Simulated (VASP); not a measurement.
Level of theory: PBEsol GGA, VASP's PBE PAW potentials (set 64) (plane waves; VASP).

Input for VASP

File KPOINTS:
```
Automatic mesh
0
gamma
  4 4 8
```

### INCAR
```
ALGO = Normal
EDIFF = 1E-7
ENCUT = 400
GGA = PS
ISIF = 2
ISMEAR = -5
LASPH = .True.
LCHARG = .True.
LEFG = .True.
LMAXMIX = 6
LORBIT = 11
LREAL = .False.
LWAVE = .False.
NEDOS = 601
NELM = 100
PREC = Accurate
SYSTEM = Be3HgSe4
```

**POSCAR**
```
Be3HgSe4
7.6640490
 -0.0054057981   0.7015988128   0.7125516627
  0.7015988128  -0.0054057981   0.7125516627
  0.3480965074   0.3480965074   0.0000000000
Hg Se Be
1 4 3
Direct
  0.9939613026   0.9939613026   0.0120773948
  0.1535994551   0.1535994551   0.1928010897
  0.1381371184   0.5884964299   0.2733664517
  0.5884964299   0.1381371184   0.2733664517
  0.6250546072   0.6250546072   0.2498907856
  0.0008738116   0.5002386816   0.9988875067
  0.5002386816   0.0008738116   0.9988875067
  0.4996385935   0.4996385935   0.0007228129
```

POTCAR, in this order: Hg Se Be (PBE.64 set). Program: vasp_std.

The resulting files:

OUTCAR:
```
 ion  position               nearest neighbor table
   1  0.994  0.994  0.012-   3 2.54   4 2.54   2 2.57   2 2.57
   2  0.154  0.154  0.193-   6 2.19   7 2.19   1 2.57   1 2.57
   3  0.138  0.588  0.273-   6 2.26   6 2.26   8 2.28   1 2.54
   4  0.588  0.138  0.273-   7 2.26   7 2.26   8 2.28   1 2.54
   5  0.625  0.625  0.250-   8 2.33   8 2.33   7 2.36   6 2.36
   6  0.001  0.500  0.999-   2 2.19   3 2.26   3 2.26   5 2.36
   7  0.500  0.001  0.999-   2 2.19   4 2.26   4 2.26   5 2.36
   8  0.500  0.500  0.001-   3 2.28   4 2.28   5 2.33   5 2.33
  LATTYP: Found a base centered orthorhombic cell.
 ALAT       =     7.6629416164
 B/A-ratio  =     1.4253092694
 C/A-ratio  =     0.4923539423
 Subroutine PRICEL returns:
 Original cell was already a primitive cell.
 Subroutine GETGRP returns: Found  4 space group operations
The static configuration has the point symmetry C_2v.
The dynamic configuration has the point symmetry C_2v.
 Subroutine INISYM returns: Found  4 space group operations
 Subroutine IBZKPT returns following result:
 Found     33 irreducible k-points:

 Following reciprocal coordinates:
            Coordinates               Weight
  0.000000  0.000000  0.000000      1.000000
  0.250000  0.000000  0.000000      4.000000
  0.500000  0.000000  0.000000      2.000000
  0.250000  0.250000  0.000000      2.000000
  0.500000  0.250000  0.000000      4.000000
 -0.250000  0.250000  0.000000      2.000000
  0.500000  0.500000  0.000000      1.000000
  0.000000  0.000000  0.125000      4.000000
  0.250000 -0.000000  0.125000      4.000000
  0.500000 -0.000000  0.125000      8.000000
 -0.250000  0.000000  0.125000      8.000000
  0.500000  0.500000  0.125000      4.000000
 -0.250000  0.500000  0.125000      4.000000
  0.000000  0.000000  0.250000      4.000000
  0.250000 -0.000000  0.250000      8.000000
  0.500000 -0.000000  0.250000      4.000000
...
```

**OSZICAR**
```
       N       E                     dE             d eps       ncg     rms          rms(c)
DAV:   1     0.205368763611E+03    0.20537E+03   -0.15871E+04  1716   0.113E+03
DAV:   2    -0.171858899362E+02   -0.22255E+03   -0.21808E+03  2062   0.248E+02
DAV:   3    -0.331473938680E+02   -0.15962E+02   -0.15899E+02  2198   0.722E+01
DAV:   4    -0.333646444565E+02   -0.21725E+00   -0.21696E+00  2160   0.879E+00
DAV:   5    -0.333671422408E+02   -0.24978E-02   -0.24962E-02  2232   0.969E-01    0.111E+01
DAV:   6    -0.324475018093E+02    0.91964E+00   -0.20070E+00  2344   0.196E+01    0.876E+00
DAV:   7    -0.323741059780E+02    0.73396E-01   -0.13277E+00  1934   0.681E+00    0.396E+00
DAV:   8    -0.323661976663E+02    0.79083E-02   -0.29662E-01  2040   0.596E+00    0.118E+00
DAV:   9    -0.323613242066E+02    0.48735E-02   -0.40993E-02  2076   0.266E+00    0.235E-01
DAV:  10    -0.323618511093E+02   -0.52690E-03   -0.45266E-03  2040   0.378E-01    0.192E-01
DAV:  11    -0.323616613268E+02    0.18978E-03   -0.65323E-04  2108   0.278E-01    0.916E-02
DAV:  12    -0.323616886936E+02   -0.27367E-04   -0.60407E-04  2016   0.225E-01    0.418E-02
DAV:  13    -0.323616853764E+02    0.33173E-05   -0.95763E-05  1934   0.106E-01    0.147E-02
DAV:  14    -0.323616854111E+02   -0.34704E-07   -0.15381E-05  2052   0.321E-02    0.499E-03
DAV:  15    -0.323616854355E+02   -0.24485E-07   -0.34882E-06  1976   0.184E-02    0.199E-03
DAV:  16    -0.323616854575E+02   -0.21955E-07   -0.14191E-07  1600   0.244E-03
   1 F= -.32361685E+02 E0= -.32361685E+02  d E =0.000000E+00
```

### OUTCAR
```
------------------------ aborting loop because EDIFF is reached ----------------------------------------
  FORCE on cell =-STRESS in cart. coord.  units (eV):
  Direction    XX          YY          ZZ          XY          YZ          ZX
  --------------------------------------------------------------------------------------
  Total       -0.0013394     -0.0013394     -0.0244561      0.0184345      0.0000000      0.0000000
  in kB       -0.0135921     -0.0135921     -0.2481735      0.1870681      0.0000000      0.0000000
  external PRESSURE =      -0.0917859 kB  Pullay stress =       0.0000000 kB
  volume of cell :      157.89
      direct lattice vectors                 reciprocal lattice vectors
    -0.041430301  5.377087679  5.461030858    -0.092276154  0.092276154  0.091557805
     5.377087679 -0.041430301  5.461030858     0.092276154 -0.092276154  0.091557805
     2.667828689  2.667828689  0.000000000     0.187418331  0.187418331 -0.183115611
 POSITION                                       TOTAL-FORCE (eV/Angst)
 -----------------------------------------------------------------------------------
      5.33566      5.33566     10.85611         0.000000      0.000000     -0.015266
      1.33391      1.33391      1.67762         0.000000      0.000000     -0.017455
      3.88797      1.44769      3.96817        -0.012061      0.012061     -0.006371
      1.44769      3.88797      3.96817         0.012061     -0.012061     -0.006371
      4.00174      4.00174      6.82688        -0.000000     -0.000000      0.008386
      5.35465      2.64883      2.73659        -0.004818      0.004818      0.010454
      2.64883      5.35465      2.73659         0.004818     -0.004818      0.010454
      2.66783      2.66783      5.45708        -0.000000     -0.000000      0.016168
 -----------------------------------------------------------------------------------
    total drift:                               -0.000001     -0.000001      0.000037
  FREE ENERGIE OF THE ION-ELECTRON SYSTEM (eV)
  ---------------------------------------------------
  free  energy   TOTEN  =       -32.3616854575 eV

  energy  without entropy=      -32.3616854575  energy(sigma->0) =      -32.36168546

 total charge

# of ion       s       p       d       tot
------------------------------------------
    1        0.731   0.517   9.379  10.628
    2        1.441   2.462   0.043   3.946
    3        1.436   2.445   0.036   3.917
    4        1.436   2.445   0.036   3.917
    5        1.427   2.429   0.021   3.877
    6        0.363   0.558   0.000   0.921
    7        0.363   0.558   0.000   0.921
    8        0.352   0.518   0.000   0.870
--------------------------------------------------
tot          7.548  11.934   9.515  28.997

 Electric field gradients after diagonalization (V/A^2)
 (convention: |V_zz| > |V_xx| > |V_yy|)
----------------------------------------------------------------------
 ion       V_xx      V_yy      V_zz     asymmetry (V_yy - V_xx)/ V_zz
----------------------------------------------------------------------
   1     -84.465   -35.607   120.071       0.407
   2     -34.756    -7.809    42.566       0.633
   3     -25.505   -12.747    38.252       0.334
   4     -25.505   -12.747    38.252       0.334
   5       8.883     5.034   -13.917       0.277
   6      -0.839    -0.454     1.293       0.297
   7      -0.839    -0.454     1.293       0.297
   8       0.807     0.495    -1.302       0.240
```
(Selected blocks of OUTCAR.)

The structure was generated: Be3HgSe4 was put into an ordered model structure (Amm2), which need not be its known phase. It was relaxed first.
